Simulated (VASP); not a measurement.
Level of theory: PBE GGA, VASP's PBE PAW potentials (set 64) (plane waves; VASP 6.6.1).

The input files of a VASP run:

**INCAR**
```
! general
SYSTEM  = CuP
PREC    = Accurate
ENCUT   = 520
LREAL   = .FALSE.
LASPH   = .TRUE.

! electronic loop
EDIFF   = 1E-6   ! SCF stop (eV)
NELM    = 100   ! most electronic steps
ALGO    = Normal   ! blocked Davidson
LMAXMIX = 4

! smearing
ISMEAR  = 0   ! Gaussian
SIGMA   = 0.05   ! width (eV)

! functional
GGA     = PE   ! PBE

! ions
ISIF    = 2

! output
LWAVE   = .FALSE.
LCHARG  = .FALSE.
```

POSCAR:
```
CuP
1.0
  1.9039440000  -5.0312400000   0.0000000000
  1.9039440000   5.0312400000   0.0000000000
  0.0000000000   0.0000000000   3.7521410000
P Cu
2 2
Cartesian
  1.9039440000  -0.6439987200   0.9380352500
  1.9039440000   0.6439987200   2.8141057500
  1.9039440000  -3.5696647800   0.9380352500
  1.9039440000   3.5696647800   2.8141057500
```

File KPOINTS:
```
Automatic mesh
0
Gamma
6 6 5
0 0 0
```

POTCAR, in this order: P Cu (PBE.64 set). Program: vasp_std.

Output

### OSZICAR
```
       N       E                     dE             d eps       ncg     rms          rms(c)
DAV:   1     0.214202712922E+03    0.21420E+03   -0.14058E+04  1560   0.198E+03
DAV:   2    -0.851515712271E+00   -0.21505E+03   -0.20845E+03  1560   0.352E+02
DAV:   3    -0.167756973027E+02   -0.15924E+02   -0.14551E+02  2088   0.116E+02
DAV:   4    -0.176329612156E+02   -0.85726E+00   -0.84156E+00  2380   0.239E+01
DAV:   5    -0.176487342498E+02   -0.15773E-01   -0.15757E-01  2080   0.295E+00    0.136E+01
DAV:   6    -0.194038800826E+02   -0.17551E+01   -0.41130E+01  1944   0.162E+02    0.122E+01
DAV:   7    -0.159541821456E+02    0.34497E+01   -0.11384E+01  1884   0.948E+01    0.434E+00
DAV:   8    -0.159054747637E+02    0.48707E-01   -0.30068E+00  2468   0.351E+01    0.237E+00
DAV:   9    -0.158616929278E+02    0.43782E-01   -0.40174E-01  2440   0.125E+01    0.553E-01
DAV:  10    -0.158644496578E+02   -0.27567E-02   -0.18507E-02  2436   0.260E+00    0.427E-01
DAV:  11    -0.158634028257E+02    0.10468E-02   -0.23182E-02  2324   0.404E+00    0.266E-01
DAV:  12    -0.158622839056E+02    0.11189E-02   -0.45928E-03  2376   0.165E+00    0.760E-02
DAV:  13    -0.158622311735E+02    0.52732E-04   -0.28142E-04  2480   0.168E-01    0.290E-02
DAV:  14    -0.158622193568E+02    0.11817E-04   -0.84372E-05  2492   0.212E-01    0.808E-03
DAV:  15    -0.158622197528E+02   -0.39605E-06   -0.10901E-05  2384   0.370E-02    0.560E-03
DAV:  16    -0.158622197703E+02   -0.17473E-07   -0.13371E-07   984   0.342E-03
   1 F= -.15862220E+02 E0= -.15860851E+02  d E =-.273658E-02
```

**OUTCAR**
```
------------------------ aborting loop because EDIFF is reached ----------------------------------------
  FORCE on cell =-STRESS in cart. coord.  units (eV):
  Direction    XX          YY          ZZ          XY          YZ          ZX
  --------------------------------------------------------------------------------------
  Total       -4.0403758     -4.3703991     -4.1921214      0.0000000     -0.0000000      0.0000000
  in kB      -90.0521304    -97.4077083    -93.4342445      0.0000000     -0.0000000      0.0000000
  external PRESSURE =     -93.6313611 kB  Pullay stress =       0.0000000 kB
  volume of cell :       71.89
      direct lattice vectors                 reciprocal lattice vectors
     1.903944000 -5.031240000  0.000000000     0.262612766 -0.099379080  0.000000000
     1.903944000  5.031240000  0.000000000     0.262612766  0.099379080  0.000000000
     0.000000000  0.000000000  3.752141000     0.000000000  0.000000000  0.266514505
 POSITION                                       TOTAL-FORCE (eV/Angst)
 -----------------------------------------------------------------------------------
      1.90394     -0.64400      0.93804         0.000000     -1.128292     -0.000000
      1.90394      0.64400      2.81411         0.000000      1.128292     -0.000000
      1.90394     -3.56966      0.93804         0.000000      0.121252      0.000000
      1.90394      3.56966      2.81411         0.000000     -0.121252     -0.000000
 -----------------------------------------------------------------------------------
    total drift:                               -0.000000     -0.000000     -0.000000
  FREE ENERGIE OF THE ION-ELECTRON SYSTEM (eV)
  ---------------------------------------------------
  free  energy   TOTEN  =       -15.8622197703 eV

  energy  without entropy=      -15.8594831898  energy(sigma->0) =      -15.86085148
```
(Selected blocks of OUTCAR.)

**OUTCAR**
```
 val. band max:        5.4900781406   @ k =   0.5000   0.3333   0.2000

 cond. band min:       5.5209078033   @ k =   0.0000   0.0000   0.2000


 Fermi energy:         5.5022167528

 k-point     1 :       0.0000    0.0000    0.0000
  band No.  band energies     occupation
      1      -8.4298      2.00000
      2      -2.3767      2.00000
      3       0.6426      2.00000
      4       1.0826      2.00000
      5       1.6592      2.00000
      6       2.3943      2.00000
      7       3.0598      2.00000
      8       3.2093      2.00000
      9       3.2120      2.00000
     10       3.2753      2.00000
     11       3.2828      2.00000
     12       3.3893      2.00000
     13       3.4727      2.00000
     14       3.7015      2.00000
     15       4.4951      2.00000
     16       4.5660      2.00000
     17       6.5132      0.00000
     18       6.8316      0.00000
     19       8.1269      0.00000
     20       9.3644      0.00000

 k-point     2 :       0.1667   -0.0000    0.0000
  band No.  band energies     occupation
      1      -8.2981      2.00000
      2      -2.3156      2.00000
      3       0.4541      2.00000
      4       0.6622      2.00000
      5       1.8846      2.00000
      6       2.5160      2.00000
      7       3.0537      2.00000
      8       3.0813      2.00000
      9       3.1227      2.00000
     10       3.1703      2.00000
     11       3.3525      2.00000
     12       3.4904      2.00000
     13       3.5821      2.00000
     14       3.5939      2.00000
     15       3.9283      2.00000
     16       4.6829      2.00000
     17       5.6788      0.00000
     18       8.1368      0.00000
     19       8.2811      0.00000
     20       9.5968      0.00000

 k-point     3 :       0.3333   -0.0000    0.0000
  band No.  band energies     occupation
      1      -8.0043      2.00000
      2      -2.1716      2.00000
      3      -0.5835      2.00000
      4       0.6945      2.00000
      5       1.9911      2.00000
...
```

The structure was generated: CuP was put into the CrB type (Cmcm), which need not be its known phase. The cell was not relaxed at this level. The k-mesh is coarse (spacing up to 0.33 per Å, 2π included), so the numbers may not be converged in it. The run is one of a series of settings (ENCUT = 520 against the base run), some of them coarse on purpose.
